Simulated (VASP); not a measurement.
OSZICAR of a VASP run on C (graphite):

OSZICAR:
```
       N       E                     dE             d eps       ncg     rms          rms(c)
DAV:   1     0.591851230821E+02    0.59185E+02   -0.79266E+03  1520   0.119E+03
DAV:   2    -0.352338696377E+02   -0.94419E+02   -0.85681E+02  2132   0.233E+02
DAV:   3    -0.403876834444E+02   -0.51538E+01   -0.51078E+01  1836   0.558E+01
DAV:   4    -0.404693235416E+02   -0.81640E-01   -0.81529E-01  1932   0.799E+00
DAV:   5    -0.404713812957E+02   -0.20578E-02   -0.20555E-02  1908   0.125E+00    0.918E+00
DAV:   6    -0.386377672750E+02    0.18336E+01   -0.16970E+00  1804   0.906E+00    0.538E+00
DAV:   7    -0.380006671693E+02    0.63710E+00   -0.21011E+00  1780   0.101E+01    0.131E+00
DAV:   8    -0.380154903887E+02   -0.14823E-01   -0.78455E-02  1680   0.196E+00    0.120E-01
DAV:   9    -0.380157675473E+02   -0.27716E-03   -0.14528E-03  1904   0.316E-01    0.864E-02
DAV:  10    -0.380167902893E+02   -0.10227E-02   -0.12867E-03  1660   0.268E-01    0.500E-02
DAV:  11    -0.380167944320E+02   -0.41427E-05   -0.15754E-05  2008   0.332E-02    0.903E-03
DAV:  12    -0.380168015523E+02   -0.71204E-05   -0.76969E-06  1748   0.229E-02    0.321E-03
DAV:  13    -0.380168015595E+02   -0.71709E-08   -0.10944E-07  1360   0.302E-03
   1 F= -.38016802E+02 E0= -.38016882E+02  d E =-.380168E+02
```

Q: Which electronic solver shows in the log?

A: It is blocked Davidson (ALGO = Normal, or the opening steps of other solvers). The INCAR had ALGO = Normal.

Q: Can the final energy be trusted as converged?

A: Self-consistency was reached. It stopped with EDIFF = 1E-6, NELM = 100, NSW = 60 and EDIFFG = -0.02 after 1 ionic step (AM05 GGA, plane waves, VASP's PBE PAW potentials (set 64)). Without a dispersion term in the relaxation, distances and binding between the weakly bound layers, chains or molecules are unreliable, and so is what depends on them.

The compound is C in the graphite structure. It was relaxed first, which changed the volume by +24 %. The start is the result of an earlier pass.
